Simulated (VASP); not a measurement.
Level of theory: PBE GGA, VASP's PBE PAW potentials (set 64) (plane waves; VASP 6.6.1).

The input files of a VASP run:

INCAR:
```
# general
SYSTEM=Be28S26
PREC  =Normal
ENCUT =400
LREAL =Auto   # projection in real space or not
LASPH =.True.
ISYM  =0

# electronic loop
EDIFF =1E-5   # SCF stop (eV)
NELM  =100   # most electronic steps
NELMIN=4
ALGO  =Fast   # Davidson, then RMM-DIIS

# smearing
ISMEAR=0   # Gaussian
SIGMA =0.05   # width (eV)

# functional
GGA   =PE   # PBE

# ions
IBRION=2
NSW   =60
ISIF  =2   # forces and stress, cell fixed
EDIFFG=-0.03   # ionic stop

# output
LWAVE =.False.
LCHARG=.False.
```

### KPOINTS
```
Automatic mesh
0
Gamma
1 1 1
0 0 0
```

**POSCAR**
```
Be28S26
1
    0.0000000000     7.3161344556     7.3161344556
    7.3161344556     0.0000000000     7.3161344556
    7.3161344556     7.3161344556     0.0000000000
Be S
28 26
Direct
  0.0000000000   0.0000000000   0.0000000000
  1.0000000000   1.0000000000   0.3333330000
  1.0000000000   1.0000000000   0.6666670000
  0.0000000000   0.3333330000   0.0000000000
  1.0000000000   0.3333330000   0.3333330000
  0.2540510000   0.5788830000   0.5841580000
  1.0000000000   0.3333330000   0.6666670000
  0.0000000000   0.6666670000   0.0000000000
  1.0000000000   0.6666670000   0.3333330000
  0.9970020000   0.6749030000   0.6644760000
  0.3333330000   0.0000000000   0.0000000000
  0.3333330000   1.0000000000   0.3333330000
  0.3333330000   1.0000000000   0.6666670000
  0.3333330000   0.3333330000   0.0000000000
  0.3333330000   0.3333330000   0.3333330000
  0.3309110000   0.3319180000   0.6639990000
  0.3333330000   0.6666670000   0.0000000000
  0.3321470000   0.6647720000   0.3315690000
  0.3315580000   0.6706010000   0.6628550000
  0.6666670000   0.0000000000   0.0000000000
  0.6666670000   1.0000000000   0.3333330000
  0.6666670000   1.0000000000   0.6666670000
  0.6666670000   0.3333330000   0.0000000000
  0.6666670000   0.3333330000   0.3333330000
  0.6666670000   0.3333330000   0.6666670000
  0.6666670000   0.6666670000   0.0000000000
  0.6666670000   0.6666670000   0.3333330000
  0.6666670000   0.6666670000   0.6666670000
  0.2500000000   0.2500000000   0.2500000000
  0.2500000000   0.2500000000   0.5833330000
  0.2500000000   0.2500000000   0.9166670000
  0.2500000000   0.5833330000   0.2500000000
  0.2500000000   0.5833330000   0.9166670000
  0.2500000000   0.9166670000   0.2500000000
  0.2500000000   0.9166670000   0.5833330000
  0.2500000000   0.9166670000   0.9166670000
  0.5833330000   0.2500000000   0.2500000000
  0.5833330000   0.2500000000   0.5833330000
  0.5833330000   0.2500000000   0.9166670000
  0.5833330000   0.5833330000   0.2500000000
  0.5833330000   0.5833330000   0.5833330000
  0.5833330000   0.5833330000   0.9166670000
  0.5833330000   0.9166670000   0.2500000000
  0.5833330000   0.9166670000   0.5833330000
  0.5833330000   0.9166670000   0.9166670000
  0.9166670000   0.2500000000   0.2500000000
  0.9166670000   0.2500000000   0.5833330000
  0.9166670000   0.2500000000   0.9166670000
  0.9166670000   0.5833330000   0.2500000000
  0.9166670000   0.5833330000   0.5833330000
  0.9166670000   0.5833330000   0.9166670000
  0.9166670000   0.9166670000   0.2500000000
  0.9166670000   0.9166670000   0.5833330000
  0.9166670000   0.9166670000   0.9166670000
```

POTCAR, in this order: Be S (PBE.64 set). Program: vasp_gam.

Output

**OUTCAR**
```
 ion  position               nearest neighbor table
   1  0.000  0.000  0.000-  54 2.11  48 2.11  52 2.11  36 2.11
   2  0.000  0.000  0.333-  52 2.11  46 2.11  34 2.11  53 2.11
   3  0.000  0.000  0.667-  35 2.11  47 2.11  53 2.11  54 2.11
   4  0.000  0.333  0.000-  48 2.11  46 2.11  31 2.11  51 2.11
   5  0.000  0.333  0.333-  46 2.11  29 2.11  47 2.11  49 2.11
   6  0.254  0.579  0.584-  16 2.09  19 2.10  18 2.13  10 2.17
   7  0.000  0.333  0.667-  30 2.11  47 2.11  48 2.11  50 2.11
   8  0.000  0.667  0.000-  33 2.11  49 2.11  51 2.11  54 2.11
   9  0.000  0.667  0.333-  32 2.11  49 2.11  50 2.11  52 2.11
  10  0.997  0.675  0.664-  53 2.04  51 2.13  50 2.14   6 2.17
  11  0.333  0.000  0.000-  36 2.11  34 2.11  31 2.11  45 2.11
  12  0.333  0.000  0.333-  34 2.11  29 2.11  35 2.11  43 2.11
  13  0.333  0.000  0.667-  30 2.11  35 2.11  36 2.11  44 2.11
  14  0.333  0.333  0.000-  31 2.11  29 2.11  33 2.11  39 2.11
  15  0.333  0.333  0.333-  29 2.11  30 2.11  32 2.11  37 2.11
  16  0.331  0.332  0.664-  30 2.06   6 2.09  38 2.13  31 2.14
  17  0.333  0.667  0.000-  32 2.11  33 2.11  36 2.11  42 2.11
  18  0.332  0.665  0.332-  32 2.07  40 2.12  34 2.13   6 2.13
  19  0.332  0.671  0.663-  35 2.08   6 2.10  41 2.13  33 2.14
  20  0.667  0.000  0.000-  39 2.11  43 2.11  45 2.11  54 2.11
  21  0.667  0.000  0.333-  37 2.11  43 2.11  44 2.11  52 2.11
  22  0.667  0.000  0.667-  45 2.11  53 2.11  38 2.11  44 2.11
  23  0.667  0.333  0.000-  37 2.11  39 2.11  42 2.11  48 2.11
  24  0.667  0.333  0.333-  37 2.11  38 2.11  40 2.11  46 2.11
...
```

### OSZICAR
```
...
RMM:   2    -0.256731677754E+03   -0.19212E-02   -0.35403E-02   268   0.480E-01    0.116E-01
RMM:   3    -0.256731975082E+03   -0.29733E-03   -0.54151E-03   274   0.195E-01    0.145E-01
RMM:   4    -0.256731998247E+03   -0.23165E-04   -0.99202E-04   286   0.806E-02    0.113E-01
RMM:   5    -0.256731994074E+03    0.41724E-05   -0.32396E-04   269   0.410E-02    0.179E-02
RMM:   6    -0.256731997377E+03   -0.33028E-05   -0.61870E-05   229   0.202E-02
   9 F= -.25673200E+03 E0= -.25673200E+03  d E =-.669588E-01
       N       E                     dE             d eps       ncg     rms          rms(c)
DAV:   1    -0.256747973396E+03   -0.15979E-01   -0.11465E+00   280   0.230E+00    0.839E-01
RMM:   2    -0.256753087932E+03   -0.51145E-02   -0.60748E-02   268   0.633E-01    0.142E-01
RMM:   3    -0.256754098490E+03   -0.10106E-02   -0.10934E-02   285   0.268E-01    0.244E-01
RMM:   4    -0.256754019686E+03    0.78804E-04   -0.13903E-03   269   0.105E-01    0.623E-02
RMM:   5    -0.256754081995E+03   -0.62309E-04   -0.49496E-04   286   0.513E-02    0.387E-02
RMM:   6    -0.256754061153E+03    0.20842E-04   -0.12098E-04   266   0.247E-02    0.190E-02
RMM:   7    -0.256754066379E+03   -0.52261E-05   -0.82075E-05   243   0.175E-02
  10 F= -.25675407E+03 E0= -.25675407E+03  d E =-.220690E-01
       N       E                     dE             d eps       ncg     rms          rms(c)
DAV:   1    -0.256756826061E+03   -0.27649E-02   -0.76807E-01   280   0.188E+00    0.686E-01
RMM:   2    -0.256760222173E+03   -0.33961E-02   -0.40438E-02   268   0.518E-01    0.115E-01
RMM:   3    -0.256760903065E+03   -0.68089E-03   -0.73510E-03   285   0.220E-01    0.198E-01
RMM:   4    -0.256760853765E+03    0.49300E-04   -0.93004E-04   269   0.862E-02    0.510E-02
RMM:   5    -0.256760895954E+03   -0.42189E-04   -0.33477E-04   286   0.424E-02    0.320E-02
RMM:   6    -0.256760882103E+03    0.13851E-04   -0.82147E-05   257   0.203E-02    0.154E-02
RMM:   7    -0.256760885227E+03   -0.31244E-05   -0.53533E-05   228   0.142E-02
  11 F= -.25676089E+03 E0= -.25676089E+03  d E =-.288879E-01
       N       E                     dE             d eps       ncg     rms          rms(c)
DAV:   1    -0.256769344336E+03   -0.84622E-02   -0.10478E+00   280   0.216E+00    0.792E-01
RMM:   2    -0.256773413983E+03   -0.40696E-02   -0.52298E-02   268   0.590E-01    0.131E-01
RMM:   3    -0.256774186804E+03   -0.77282E-03   -0.96211E-03   281   0.248E-01    0.216E-01
RMM:   4    -0.256774145267E+03    0.41537E-04   -0.13181E-03   275   0.992E-02    0.582E-02
RMM:   5    -0.256774183879E+03   -0.38612E-04   -0.40149E-04   285   0.465E-02    0.261E-02
RMM:   6    -0.256774179122E+03    0.47563E-05   -0.11583E-04   272   0.240E-02    0.184E-02
RMM:   7    -0.256774182360E+03   -0.32376E-05   -0.31618E-05   184   0.134E-02
  12 F= -.25677418E+03 E0= -.25677418E+03  d E =-.132971E-01
       N       E                     dE             d eps       ncg     rms          rms(c)
DAV:   1    -0.256775092803E+03   -0.91368E-03   -0.25741E-01   312   0.107E+00    0.387E-01
RMM:   2    -0.256776087621E+03   -0.99482E-03   -0.12758E-02   268   0.292E-01    0.646E-02
RMM:   3    -0.256776277410E+03   -0.18979E-03   -0.23607E-03   283   0.123E-01    0.108E-01
RMM:   4    -0.256776265270E+03    0.12140E-04   -0.30922E-04   273   0.485E-02    0.285E-02
RMM:   5    -0.256776274848E+03   -0.95773E-05   -0.10143E-04   256   0.232E-02    0.142E-02
RMM:   6    -0.256776273121E+03    0.17262E-05   -0.26500E-05   177   0.117E-02
  13 F= -.25677627E+03 E0= -.25677627E+03  d E =-.153879E-01
       N       E                     dE             d eps       ncg     rms          rms(c)
DAV:   1    -0.256780116652E+03   -0.38418E-02   -0.60292E-01   280   0.167E+00    0.612E-01
RMM:   2    -0.256782264895E+03   -0.21482E-02   -0.29553E-02   268   0.447E-01    0.108E-01
RMM:   3    -0.256782761115E+03   -0.49622E-03   -0.58042E-03   283   0.190E-01    0.175E-01
RMM:   4    -0.256782730922E+03    0.30193E-04   -0.67392E-04   272   0.737E-02    0.516E-02
RMM:   5    -0.256782755804E+03   -0.24882E-04   -0.24374E-04   282   0.359E-02    0.276E-02
RMM:   6    -0.256782749001E+03    0.68032E-05   -0.61194E-05   230   0.173E-02
  14 F= -.25678275E+03 E0= -.25678275E+03  d E =-.647588E-02
       N       E                     dE             d eps       ncg     rms          rms(c)
DAV:   1    -0.256783052641E+03   -0.29684E-03   -0.76175E-02   312   0.594E-01    0.213E-01
RMM:   2    -0.256783338453E+03   -0.28581E-03   -0.37923E-03   268   0.160E-01    0.410E-02
RMM:   3    -0.256783396046E+03   -0.57593E-04   -0.70617E-04   282   0.668E-02    0.677E-02
RMM:   4    -0.256783390667E+03    0.53794E-05   -0.88473E-05   261   0.262E-02
  15 F= -.25678339E+03 E0= -.25678339E+03  d E =-.711755E-02
       N       E                     dE             d eps       ncg     rms          rms(c)
DAV:   1    -0.256784852665E+03   -0.14566E-02   -0.50950E-01   280   0.154E+00    0.584E-01
RMM:   2    -0.256786948123E+03   -0.20955E-02   -0.26345E-02   268   0.419E-01    0.101E-01
RMM:   3    -0.256787421565E+03   -0.47344E-03   -0.51962E-03   284   0.180E-01    0.165E-01
RMM:   4    -0.256787382749E+03    0.38816E-04   -0.56727E-04   270   0.698E-02    0.426E-02
RMM:   5    -0.256787406841E+03   -0.24092E-04   -0.20436E-04   280   0.338E-02    0.292E-02
RMM:   6    -0.256787399358E+03    0.74828E-05   -0.51384E-05   220   0.167E-02
  16 F= -.25678740E+03 E0= -.25678740E+03  d E =-.400869E-02
       N       E                     dE             d eps       ncg     rms          rms(c)
DAV:   1    -0.256787506261E+03   -0.99420E-04   -0.42896E-02   312   0.446E-01    0.165E-01
RMM:   2    -0.256787697342E+03   -0.19108E-03   -0.22543E-03   268   0.123E-01    0.312E-02
RMM:   3    -0.256787732619E+03   -0.35277E-04   -0.40818E-04   284   0.513E-02    0.530E-02
RMM:   4    -0.256787727578E+03    0.50415E-05   -0.49325E-05   235   0.201E-02
  17 F= -.25678773E+03 E0= -.25678773E+03  d E =-.433691E-02
       N       E                     dE             d eps       ncg     rms          rms(c)
DAV:   1    -0.256788631041E+03   -0.89842E-03   -0.35438E-01   280   0.128E+00    0.475E-01
RMM:   2    -0.256789890892E+03   -0.12599E-02   -0.17995E-02   268   0.348E-01    0.849E-02
RMM:   3    -0.256790185980E+03   -0.29509E-03   -0.35478E-03   286   0.149E-01    0.134E-01
RMM:   4    -0.256790168470E+03    0.17510E-04   -0.39684E-04   272   0.569E-02    0.592E-02
RMM:   5    -0.256790179453E+03   -0.10982E-04   -0.18955E-04   269   0.312E-02    0.220E-02
RMM:   6    -0.256790176536E+03    0.29165E-05   -0.37244E-05   196   0.156E-02
  18 F= -.25679018E+03 E0= -.25679018E+03  d E =-.244896E-02
       N       E                     dE             d eps       ncg     rms          rms(c)
DAV:   1    -0.256790177148E+03    0.23040E-05   -0.16660E-02   312   0.279E-01    0.992E-02
RMM:   2    -0.256790245375E+03   -0.68226E-04   -0.89192E-04   268   0.772E-02    0.214E-02
RMM:   3    -0.256790258019E+03   -0.12644E-04   -0.15986E-04   283   0.321E-02    0.341E-02
RMM:   4    -0.256790256512E+03    0.15066E-05   -0.19814E-05   164   0.125E-02
  19 F= -.25679026E+03 E0= -.25679026E+03  d E =-.252893E-02
       N       E                     dE             d eps       ncg     rms          rms(c)
DAV:   1    -0.256790825675E+03   -0.56766E-03   -0.19128E-01   280   0.948E-01    0.342E-01
RMM:   2    -0.256791406423E+03   -0.58075E-03   -0.95726E-03   268   0.253E-01    0.657E-02
RMM:   3    -0.256791586659E+03   -0.18024E-03   -0.20507E-03   286   0.111E-01    0.105E-01
RMM:   4    -0.256791575571E+03    0.11088E-04   -0.21244E-04   272   0.423E-02    0.377E-02
RMM:   5    -0.256791584030E+03   -0.84588E-05   -0.94491E-05   263   0.227E-02
  20 F= -.25679158E+03 E0= -.25679158E+03  d E =-.132752E-02
```

File OUTCAR:
```
------------------------ aborting loop because EDIFF is reached ----------------------------------------
  FORCE on cell =-STRESS in cart. coord.  units (eV):
  Direction    XX          YY          ZZ          XY          YZ          ZX
  --------------------------------------------------------------------------------------
  Total       14.6032905      7.4195781      7.9261033     -0.0930187     -0.1542765      5.0557062
  in kB       29.8735115     15.1780075     16.2141909     -0.1902856     -0.3155988     10.3423058
  external PRESSURE =      20.4219033 kB  Pullay stress =       0.0000000 kB
  volume of cell :      783.20
      direct lattice vectors                 reciprocal lattice vectors
     0.000000000  7.316134456  7.316134456    -0.068342101  0.068342101  0.068342101
     7.316134456  0.000000000  7.316134456     0.068342101 -0.068342101  0.068342101
     7.316134456  7.316134456  0.000000000     0.068342101  0.068342101 -0.068342101
  FREE ENERGIE OF THE ION-ELECTRON SYSTEM (eV)
  ---------------------------------------------------
  free  energy   TOTEN  =      -256.7915840298 eV

  energy  without entropy=     -256.7915840298  energy(sigma->0) =     -256.79158403

 reached required accuracy - stopping structural energy minimisation
```
(Selected blocks of OUTCAR.)

**CONTCAR**
```
Be28S26
   1.00000000000000
     0.0000000000000000    7.3161344556000003    7.3161344556000003
     7.3161344556000003    0.0000000000000000    7.3161344556000003
     7.3161344556000003    7.3161344556000003    0.0000000000000000
  Be              S
    28    26
Direct
     0.0004787219033434    0.0008092396960197    0.9996014306974028
     0.0010690527495544    0.9998107499870147    0.3315416844647397
     0.9966434520211298    0.0064364193327112    0.6666829567527689
     0.0042760922304597    0.3317102407196627    0.9963910783486520
     0.9984437846941835    0.3349451945442201    0.3319560497192385
     0.2821112655233957    0.5505967634886151    0.6157794499690591
     0.9997553402761881    0.3341153010474440    0.6647801420831754
     0.9996867998587192    0.6692086468469508    0.0021959796733519
     0.9984110103317725    0.6677321554693179    0.3344248365354351
     0.9905317187865379    0.6766273595684997    0.6717209991469852
     0.3348922328524823    0.0001882113785701    0.9982779472253336
     0.3315084575708972    0.0016207616829725    0.3327362290488192
     0.3328573848317041    0.0004793173662103    0.6658342039135450
     0.3322884668016111    0.3365044881211432    0.9946890112609297
     0.3335546381284903    0.3302040585124265    0.3302076893841739
     0.3400122763590104    0.3220885151843837    0.6478292731482864
     0.3337703480178459    0.6673358684143256    0.0015356350811477
     0.3388983944859101    0.6619895636908117    0.3226171096951380
     0.3134458717558004    0.6904809184068417    0.6731080651789770
     0.6654801770773556    0.0011124762960040    0.0004070662891369
     0.6663664478503989    0.9991047077237833    0.3336522764596916
     0.6685190455455868    0.9970149924201009    0.6667866951197355
     0.6673805663505075    0.3325282858932017    0.9988312966588787
     0.6687029815295374    0.3288730422784599    0.3332498347801627
     0.6611783376438396    0.3362604650008689    0.6656136703086978
     0.6675334066470461    0.6658539759488321    0.0003654952128398
     0.6628000719000625    0.6678087504095006    0.3374408577234647
     0.6651933727464580    0.6662043794006564    0.6678726383966567
     0.2483760443570199    0.2515049808034974    0.2445172092665376
     0.2484298187323170    0.2440150461205785    0.5778584186254356
     0.2532799685280931    0.2523133466051332    0.9075223769283703
     0.2480547387386078    0.5805221281784676    0.2522746931184932
     0.2480152646694695    0.5870861726446539    0.9210249508901717
     0.2504162938416956    0.9113696678192555    0.2537752731304674
     0.2442883880863884    0.9299011239634332    0.5813016851756918
     0.2505935197582525    0.9168503262175681    0.9171899757258725
     0.5836201420407190    0.2489043828098815    0.2485812530859228
     0.5879618201017893    0.2432728900392902    0.5814909446332094
     0.5820460375313088    0.2512023686819103    0.9153844837909032
     0.5838700465549773    0.5798394333846177    0.2535326495701051
     0.5735283239595483    0.5867501066926070    0.5864115100766496
     0.5845119657910143    0.5823267652321253    0.9178836593630556
     0.5813585509610225    0.9174086884282646    0.2505553966900537
     0.5840575322676356    0.9149264619982115    0.5836644938342058
     0.5848838225221160    0.9148689999834104    0.9174963807592941
     0.9188338946851825    0.2497630706373514    0.2466739278625925
     0.9110407991125730    0.2558937729365282    0.5818599691661549
     0.9174297376016854    0.2505161326281498    0.9147834221004063
     0.9131382597395269    0.5850573676966714    0.2523281922762425
     0.9208278294718061    0.5844698234193145    0.5836177036826828
     0.9205938051608094    0.5826498364228804    0.9169337402435976
     0.9164447042657712    0.9169847097076055    0.2496773045451553
     0.9190452386516901    0.9193912275285627    0.5810732239394144
     0.9152337363991421    0.9189763205904798    0.9168475592428954
```

The supercell is sampled at Γ alone, which is coarse: total energies, pressure and levels can be off, energies of defects by several tenths of an eV.

The cell is a supercell with a defect, built from a database entry that may be metastable or hypothetical: Be_S. The run is not spin-polarised, so no state with unpaired spins was tried.
